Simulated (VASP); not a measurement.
# Si2W: how cutoff and mesh change the relaxed cell

How far does the relaxed cell of Si2W depend on cutoff and k mesh? The starting structure is a measured crystal structure from the Crystallography Open Database. The first relaxation on each setting starts from this cell expanded by 3 % in volume.

Main program and level: VASP 6.6.1; Kohn-Sham DFT with plane waves and PAW; PBEsol.

### Step 1. Set-up

The structure is tetragonal, space group I4/mmm (No. 139). The conventional cell has a = 3.214 Å, b = 3.214 Å, c = 7.830 Å, α = 90.00°, β = 90.00°, γ = 90.00°. W has 10 Si at 2.62 Å nearest. Nearest to Si lie 5 Si at 2.59 to 2.63 Å and 5 W at 2.62 Å. Farther neighbours are not listed.

### Step 2. Reference relaxation

This run starts from the cell of an earlier relaxation, which isn't shown; the restart sets up the plane waves anew.

INCAR

```
SYSTEM = Si2W
PREC = Accurate
ENCUT = 450
EDIFF = 1E-06
NELM = 100
ISMEAR = 0
SIGMA = 0.05
LREAL = .FALSE.
ALGO = Normal
GGA = PS
NBANDS = 13
LASPH = .TRUE.
LORBIT = 11
LWAVE = .FALSE.
LCHARG = .FALSE.
KPAR = 8
IBRION = 2
NSW = 50
ISIF = 3
EDIFFG = -0.006
```

POSCAR

```
Si2W
1.0
   -1.6009609887      1.6009609887      3.9062524737
    1.6009609887     -1.6009609887      3.9062524737
    1.6009609887      1.6009609887     -3.9062524737
W Si
1 2
Direct
    0.0000000000      0.0000000000      0.0000000000
    0.6654033360      0.6654033360      0.0000000000
    0.3345966640      0.3345966640      0.0000000000
```

KPOINTS

```
Automatic mesh
0
Gamma
14 14 14
0 0 0
```

Potentials, in the order of the species: W and Si (PBE family, release 64).

Launch:

```
$ mpirun -np 8 vasp_std
```

What it wrote:

```text
[banner, memory and clock lines left out]
running    8 mpi-ranks, on    1 nodes
 distrk:  each k-point on    1 cores,    8 groups
 distr:  one band on    1 cores,    1 groups

 POSCAR found type information on POSCAR W Si
 POSCAR found :  2 types and       3 ions
|                                                                             |
|           W    W    AA    RRRRR   N    N  II  N    N   GGGG   !!!           |
|           W    W   A  A   R    R  NN   N  II  NN   N  G    G  !!!           |
|           W    W  A    A  R    R  N N  N  II  N N  N  G       !!!           |
|           W WW W  AAAAAA  RRRRR   N  N N  II  N  N N  G  GGG   !            |
|           WW  WW  A    A  R   R   N   NN  II  N   NN  G    G                |
|           W    W  A    A  R    R  N    N  II  N    N   GGGG   !!!           |
|                                                                             |
|     For optimal performance we recommend to set                             |
|       NCORE = 2 up to number-of-cores-per-socket                            |
|     NCORE specifies how many cores store one orbital (NPAR=cpu/NCORE).      |
|     This setting can greatly improve the performance of VASP for DFT.       |
|     The default, NCORE=1 might be grossly inefficient on modern             |
|     multi-core architectures or massively parallel machines. Do your        |
|     Unfortunately you need to use the default for GW and RPA                |
|     calculations (for HF NCORE is supported but not extensively tested      |
|     yet).                                                                   |
|                                                                             |

|                                                                             |
|               ----> ADVICE to this user running VASP <----                  |
|                                                                             |
|     You enforced a specific xc type in the INCAR file but a different       |
|     [... a line on the potential file left out ...]
|     I HOPE YOU KNOW WHAT YOU ARE DOING!                                     |
|                                                                             |

 LDA part: xc-table for (Slater+PW92), standard interpolation
 POSCAR, INCAR and KPOINTS ok, starting setup
 FFT: planning ... GRIDC
 FFT: planning ... GRID_SOFT
 FFT: planning ... GRID
 WAVECAR not read
 entering main loop
       N       E                     dE             d eps       ncg     rms          rms(c)
DAV:   1     0.208182767007E+02    0.20818E+02   -0.54926E+03  6464   0.828E+02
DAV:   2    -0.255718258556E+02   -0.46390E+02   -0.42436E+02  8047   0.174E+02
DAV:   3    -0.275876356586E+02   -0.20158E+01   -0.19492E+01  8662   0.295E+01
DAV:   4    -0.276134368833E+02   -0.25801E-01   -0.25777E-01  7387   0.376E+00
DAV:   5    -0.276138429805E+02   -0.40610E-03   -0.40597E-03  9043   0.410E-01    0.269E+01
DAV:   6    -0.268712334663E+02    0.74261E+00   -0.20816E+00  9342   0.902E+00    0.113E+01
DAV:   7    -0.267491397041E+02    0.12209E+00   -0.20596E-01  7189   0.302E+00    0.556E+00
DAV:   8    -0.267250538040E+02    0.24086E-01   -0.39561E-02  8247   0.141E+00    0.525E-01
DAV:   9    -0.267247427070E+02    0.31110E-03   -0.21650E-03  7586   0.314E-01    0.285E-01
DAV:  10    -0.267247065494E+02    0.36158E-04   -0.33222E-04  8037   0.116E-01    0.591E-02
DAV:  11    -0.267246895637E+02    0.16986E-04   -0.48538E-05  7846   0.487E-02    0.208E-02
DAV:  12    -0.267246897867E+02   -0.22301E-06   -0.15507E-06  5727   0.979E-03
   1 F= -.26724690E+02 E0= -.26724542E+02  d E =-.267247E+02
 curvature:   0.00 expect dE= 0.000E+00 dE for cont linesearch  0.000E+00
 trial: gam= 0.00000 g(F)=  0.136E-06 g(S)=  0.469E-06 ort = 0.000E+00 (trialstep = 0.100E+01)
 search vector abs. value=  0.605E-06
 reached required accuracy - stopping structural energy minimisation
```

It took 9 s on 8 MPI ranks of Intel Xeon 6975P-C (Granite Rapids), shared host; peak memory 2.1 GiB; 55 s of CPU time.

The logs omit lines about the potential files and the build; timing stands in the text.

From OUTCAR (step 2):

```text
ion  position               nearest neighbor table
   1  0.000  0.000  0.000-   2 2.61   2 2.61   2 2.61   3 2.61   2 2.61   3 2.61   3 2.61   3 2.61
                             2 2.61   3 2.61
   2  0.665  0.665  0.000-   3 2.58   1 2.61   1 2.61   1 2.61   1 2.61   1 2.61   3 2.62   3 2.62
                             3 2.62   3 2.62
   3  0.335  0.335  0.000-   2 2.58   1 2.61   1 2.61   1 2.61   1 2.61   1 2.61   2 2.62   2 2.62
                             2 2.62   2 2.62

  LATTYP: Found a body centered tetragonal cell.
 ALAT       =     3.2019219774
 C/A-ratio  =     2.4399423229

 Subroutine GETGRP returns: Found 16 space group operations
 (whereof 16 operations were pure point group operations)

The static configuration has the point symmetry D_4h.

 Found    244 irreducible k-points:

   k-points           NKPTS =    244   k-points in BZ     NKDIM =    244   number of bands    NBANDS=     13

   dimension x,y,z NGX =    32 NGY =   32 NGZ =   32
   dimension x,y,z NGXF=    64 NGYF=   64 NGZF=   64

   ENCUT  =  450.0 eV  33.07 Ry    5.75 a.u.   7.81  7.81  7.81*2*pi/ulx,y,z

   NELECT =      14.0000    total number of electrons

 k-points in reciprocal lattice and weights: Automatic mesh
   0.00000000  0.00000000  0.00000000       0.000
   0.07142857  0.00000000  0.00000000       0.003
   0.14285714 -0.00000000  0.00000000       0.003
   0.21428571 -0.00000000  0.00000000       0.003
   0.28571429 -0.00000000  0.00000000       0.003
   0.35714286 -0.00000000  0.00000000       0.003
   0.42857143 -0.00000000  0.00000000       0.003
   0.50000000  0.00000000  0.00000000       0.001
   0.07142857  0.07142857  0.00000000       0.003
[...]
-0.42857143 -0.42857143  0.42857143       0.001
   0.50000000  0.50000000  0.50000000       0.000

 average (electrostatic) potential at core
       1 -34.5054       2 -78.9536       3 -78.9536

 E-fermi :  10.5670

 k-point     1 :       0.0000    0.0000    0.0000
  band No.  band energies     occupation
    ...
      2       3.6453      2.00000
      3       6.8334      2.00000
      4       7.1591      2.00000
      5       7.7034      2.00000
      6       7.7034      2.00000
      7      11.1783      0.00000
      8      13.4173      0.00000
      9      13.4847      0.00000
     10      13.7361      0.00000
     11      13.7361      0.00000
    ...

 k-point     2 :       0.0714    0.0000    0.0000
  band No.  band energies     occupation
    ...
      2       3.6545      2.00000
      3       6.5155      2.00000
      4       7.1631      2.00000
      5       7.7694      2.00000
      6       7.8355      2.00000
      7      10.7894      0.00000
      8      13.1260      0.00000
      9      13.3828      0.00000
     10      13.7822      0.00000
     11      14.1804      0.00000
    ...

 k-point     3 :       0.1429   -0.0000    0.0000
  band No.  band energies     occupation
    ...
      3       5.8969      2.00000
      4       7.1183      2.00000
      5       7.9596      2.00000
      6       8.0024      2.00000
      7      10.0647      2.00000
      8      12.4129      0.00000
      9      12.9825      0.00000
     10      14.4888      0.00000
     11      14.9108      0.00000
     12      15.5247      0.00000
    ...

  Total       -0.0025870     -0.0025870      0.0039699      0.0000000     -0.0000000      0.0000000
  in kB       -0.1034973     -0.1034973      0.1588193      0.0000000     -0.0000000      0.0000000
  external PRESSURE =      -0.0160585 kB  Pullay stress =       0.0000000 kB

  energy-cutoff  :      450.00
  volume of cell :       40.05
      direct lattice vectors                 reciprocal lattice vectors
    -1.600960989  1.600960989  3.906252474     0.000000000  0.312312420  0.127999919
     1.600960989 -1.600960989  3.906252474     0.312312420  0.000000000  0.127999919
     1.600960989  1.600960989 -3.906252474     0.312312420  0.312312420  0.000000000

 POSITION                                       TOTAL-FORCE (eV/Angst)
 -----------------------------------------------------------------------------------
      0.00000      0.00000      0.00000        -0.000000      0.000000     -0.000000
      0.00000      0.00000      5.19847        -0.000000     -0.000000      0.001189
      0.00000      0.00000      2.61404         0.000000      0.000000     -0.001189
 -----------------------------------------------------------------------------------
    total drift:                                0.000000     -0.000000      0.000000

  FREE ENERGIE OF THE ION-ELECTRON SYSTEM (eV)
  ---------------------------------------------------
  free  energy   TOTEN  =       -26.7246897867 eV

  energy  without entropy=      -26.7243951073  energy(sigma->0) =      -26.72454245

 reached required accuracy - stopping structural energy minimisation

 total charge
# of ion       s       p       d       tot
------------------------------------------
    1        0.562   0.684   4.541   5.787
    2        0.736   0.896   0.000   1.632
    3        0.736   0.896   0.000   1.632
--------------------------------------------------
tot          2.035   2.475   4.541   9.052

[... 3 further parts left out ...]
```

The PAW data sets were made with PBE, which is usual practice but a small mismatch for other functionals. The data set W keeps the semicore shell frozen, which is cheaper and a little less accurate. The run keeps the 16 symmetry operations of its start, so it cannot find a distortion of lower symmetry.

The reference relaxation ends at 13.349 Å³ an atom. Pressures at 0.985 and 1.015 times this volume, from two more relaxations that aren't shown, give a bulk modulus of 238.1 GPa.

### Step 3. Relaxation with a cutoff of 250 eV

Against step 2 the input has ENCUT = 250. This run starts from the cell of an earlier relaxation, which isn't shown; the restart sets up the plane waves anew.

INCAR, as its differences from that of step 2:

```diff
@@ -2,3 +2,3 @@
 PREC = Accurate
-ENCUT = 450
+ENCUT = 250
 EDIFF = 1E-06
```

POSCAR

```
Si2W
1.0
   -1.6001524110      1.6001524110      3.9053157029
    1.6001524110     -1.6001524110      3.9053157029
    1.6001524110      1.6001524110     -3.9053157029
W Si
1 2
Direct
    0.0000000000      0.0000000000      0.0000000000
    0.6654410600      0.6654410600      0.0000000000
    0.3345589400      0.3345589400      0.0000000000
```

KPOINTS is that of step 2.

Launch:

```
$ mpirun -np 8 vasp_std
```

What it wrote:

```text
[banner, memory and clock lines left out]
running    8 mpi-ranks, on    1 nodes
[...]
[... a notice as in an earlier step ...]

 [... a notice as in an earlier step ...]

 LDA part: xc-table for (Slater+PW92), standard interpolation
 POSCAR, INCAR and KPOINTS ok, starting setup
[...]
entering main loop
       N       E                     dE             d eps       ncg     rms          rms(c)
DAV:   1    -0.236808529041E+01   -0.23681E+01   -0.38308E+03  7538   0.495E+02
DAV:   2    -0.268270137754E+02   -0.24459E+02   -0.22696E+02  8241   0.108E+02
DAV:   3    -0.275591753181E+02   -0.73216E+00   -0.72492E+00  8107   0.168E+01
DAV:   4    -0.275642186466E+02   -0.50433E-02   -0.50411E-02  7748   0.150E+00
[...]
DAV:  10    -0.266731682750E+02    0.20654E-04   -0.27801E-04  7932   0.990E-02    0.787E-02
DAV:  11    -0.266731510569E+02    0.17218E-04   -0.44119E-05  7642   0.411E-02    0.193E-02
DAV:  12    -0.266731512860E+02   -0.22907E-06   -0.12994E-06  5085   0.801E-03
   1 F= -.26673151E+02 E0= -.26673000E+02  d E =-.266732E+02
[...]
reached required accuracy - stopping structural energy minimisation
```

Run time: 6.8 s. Hardware: 8 MPI ranks; peak memory 1.3 GiB.

From OUTCAR (step 3):

```text
  Total       -0.0000806     -0.0000806      0.0150244      0.0000000     -0.0000000      0.0000000
  in kB       -0.0032294     -0.0032294      0.6018225      0.0000000     -0.0000000      0.0000000
  external PRESSURE =       0.1984546 kB  Pullay stress =       0.0000000 kB

 POSITION                                       TOTAL-FORCE (eV/Angst)
 -----------------------------------------------------------------------------------
      0.00000      0.00000      0.00000         0.000000      0.000000     -0.000000
      0.00000      0.00000      5.19751        -0.000000     -0.000000      0.001550
      0.00000      0.00000      2.61312         0.000000      0.000000     -0.001550
 -----------------------------------------------------------------------------------
    total drift:                                0.000000      0.000000     -0.000000

  FREE ENERGIE OF THE ION-ELECTRON SYSTEM (eV)
  ---------------------------------------------------
  free  energy   TOTEN  =       -26.6731512860 eV

  energy  without entropy=      -26.6728495617  energy(sigma->0) =      -26.67300042

[... 2 parts as in an earlier step ...]

[... 2 further parts left out ...]
[key lines of the parts left out:]
E-fermi :  10.5889
```

With a cutoff of 250 eV the cell ends at 13.333 Å³ an atom, -0.12 % from the reference; the bulk modulus is 237.9 GPa against 238.1 GPa.

### Step 4. Relaxation with an 8×8×8 mesh

Against step 2 the input has an 8×8×8 mesh. This run starts from the cell of an earlier relaxation, which isn't shown; the restart sets up the plane waves anew.

INCAR, as its differences from that of step 3:

```diff
@@ -2,3 +2,3 @@
 PREC = Accurate
-ENCUT = 250
+ENCUT = 450
 EDIFF = 1E-06
```

POSCAR

```
Si2W
1.0
   -1.6013671523      1.6013671523      3.9047645605
    1.6013671523     -1.6013671523      3.9047645605
    1.6013671523      1.6013671523     -3.9047645605
W Si
1 2
Direct
    0.0000000000      0.0000000000      0.0000000000
    0.6651818635      0.6651818635      0.0000000000
    0.3348181365      0.3348181365      0.0000000000
```

KPOINTS

```
Automatic mesh
0
Gamma
8 8 8
0 0 0
```

Launch:

```
$ mpirun -np 8 vasp_std
```

What it wrote:

```text
[... set-up lines as in an earlier step ...]
 entering main loop
       N       E                     dE             d eps       ncg     rms          rms(c)
DAV:   1     0.203554917472E+02    0.20355E+02   -0.55578E+03  1590   0.828E+02
DAV:   2    -0.255791579130E+02   -0.45935E+02   -0.41939E+02  1913   0.171E+02
DAV:   3    -0.275881378549E+02   -0.20090E+01   -0.19622E+01  2059   0.301E+01
DAV:   4    -0.276126542826E+02   -0.24516E-01   -0.24504E-01  1817   0.390E+00
[...]
DAV:  10    -0.267258042866E+02    0.39092E-04   -0.35339E-04  1899   0.120E-01    0.573E-02
DAV:  11    -0.267257865612E+02    0.17725E-04   -0.49859E-05  1929   0.497E-02    0.208E-02
DAV:  12    -0.267257867632E+02   -0.20201E-06   -0.16799E-06  1444   0.997E-03
   1 F= -.26725787E+02 E0= -.26725611E+02  d E =-.267258E+02
[...]
reached required accuracy - stopping structural energy minimisation
```

Run time: 5.2 s. Hardware: 8 MPI ranks; peak memory 1.6 GiB; 29 s of CPU time.

OUTCAR, selected parts (step 4):

```text
  Total        0.0030916      0.0030916     -0.0062927      0.0000000     -0.0000000      0.0000000
  in kB        0.1236680      0.1236680     -0.2517175      0.0000000     -0.0000000      0.0000000
  external PRESSURE =      -0.0014605 kB  Pullay stress =       0.0000000 kB

 POSITION                                       TOTAL-FORCE (eV/Angst)
 -----------------------------------------------------------------------------------
      0.00000      0.00000      0.00000         0.000000      0.000000      0.000000
      0.00000      0.00000      5.19476         0.000000      0.000000      0.005385
      0.00000      0.00000      2.61477        -0.000000     -0.000000     -0.005385
 -----------------------------------------------------------------------------------
    total drift:                                0.000000     -0.000000      0.000000

  FREE ENERGIE OF THE ION-ELECTRON SYSTEM (eV)
  ---------------------------------------------------
  free  energy   TOTEN  =       -26.7257867632 eV

  energy  without entropy=      -26.7254351047  energy(sigma->0) =      -26.72561093

[... 1 part as in an earlier step ...]

[... 3 further parts left out ...]
[key lines of the parts left out:]
E-fermi :  10.4596
```

With an 8×8×8 mesh the cell ends at 13.351 Å³ an atom, +0.01 % from the reference; the bulk modulus is 238.4 GPa against 238.1 GPa.

(Continued in part 2 of 2.)

[Lines on the potential files, build, host, timing and source positions are cut from VASP's logs without a mark.]

[Logs are printed without paths, hosts, clocks, repeated set-up lines and the standing remarks that a program may print on its own settings, such as how far it seeks lower states.]

[Hosts, paths, dates, database ids (printed as entryN), source tags and the programs' standing remarks are cut or masked in the printed files.]
